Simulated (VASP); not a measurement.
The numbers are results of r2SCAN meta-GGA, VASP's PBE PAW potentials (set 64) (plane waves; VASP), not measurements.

VASP ran on this input.

**INCAR**
```
ALGO  =  Normal
EDIFF  =  1E-7
ENCUT  =  520
ISIF  =  2
ISMEAR  =  -5
LASPH  =  T
LCHARG  =  F
LEFG  =  T
LMAXMIX  =  4
LMIXTAU  =  T
LORBIT  =  11
LREAL  =  F
LWAVE  =  F
METAGGA  =  R2SCAN
NEDOS  =  601
NELM  =  100
PREC  =  Accurate
SYSTEM  =  PbBrF
```

**KPOINTS_OPT**
```
k-points along high-symmetry lines
6
Line-mode
Reciprocal
  0.000000   0.000000   0.000000 ! GAMMA
  0.000000   0.500000   0.000000 ! X

  0.000000   0.500000   0.000000 ! X
  0.500000   0.500000   0.000000 ! M

  0.500000   0.500000   0.000000 ! M
  0.000000   0.000000   0.000000 ! GAMMA

  0.000000   0.000000   0.000000 ! GAMMA
  0.000000   0.000000   0.500000 ! Z

  0.000000   0.000000   0.500000 ! Z
  0.000000   0.500000   0.500000 ! R

  0.000000   0.500000   0.500000 ! R
  0.500000   0.500000   0.500000 ! A

  0.500000   0.500000   0.500000 ! A
  0.000000   0.000000   0.500000 ! Z

  0.000000   0.500000   0.000000 ! X
  0.000000   0.500000   0.500000 ! R

  0.500000   0.500000   0.000000 ! M
  0.500000   0.500000   0.500000 ! A
```

KPOINTS:
```
kpoints
0
G
  6 6 4
```

File POSCAR:
```
PbBrF
1
    4.1865538224     0.0000000000     0.0000000000
    0.0000000000     4.1865538224     0.0000000000
    0.0000000000     0.0000000000     7.6590218865
Pb Br F
2 2 2
Direct
  0.0000000000   0.5000000000   0.8094853765
  0.5000000000   0.0000000000   0.1905146235
  0.5000000000   0.0000000000   0.6522098903
  0.0000000000   0.5000000000   0.3477901097
  0.5000000000   0.5000000000   0.0000000000
  0.0000000000   0.0000000000   0.0000000000
```

POTCAR, in this order: Pb_d Br F (PBE.64 set). Program: vasp_std.

Unless said otherwise, spin-orbit coupling is left out, though it shifts the bands of the heavy elements here.

Task: Predict the energy per atom (σ→0), band gap (over mesh and band path).

Result: 
```json
{
 "energy per atom (σ→0)": "-26.075 eV/atom",
 "band gap (over mesh and band path)": "2.97 eV"
}
```

File OSZICAR:
```
...
DAV:  28    -0.156447421250E+03    0.83149E-06   -0.93478E-07  2672   0.817E-03    0.612E-03
DAV:  29    -0.156447420826E+03    0.42351E-06   -0.33863E-07  1806   0.490E-03    0.398E-03
DAV:  30    -0.156447420605E+03    0.22135E-06   -0.20116E-07  1551   0.388E-03    0.253E-03
DAV:  31    -0.156447420485E+03    0.12035E-06   -0.11355E-07  1169   0.262E-03    0.153E-03
DAV:  32    -0.156447420391E+03    0.93723E-07   -0.95585E-08  1145   0.259E-03
   1 F= -.15644742E+03 E0= -.15644742E+03  d E =0.000000E+00
       N       E                     dE             ncg
       N       E                     dE             ncg
```

The structure comes from a computed database's PbBrF entry (P4/nmm); how it stands against other phases isn't given here. It was relaxed first.
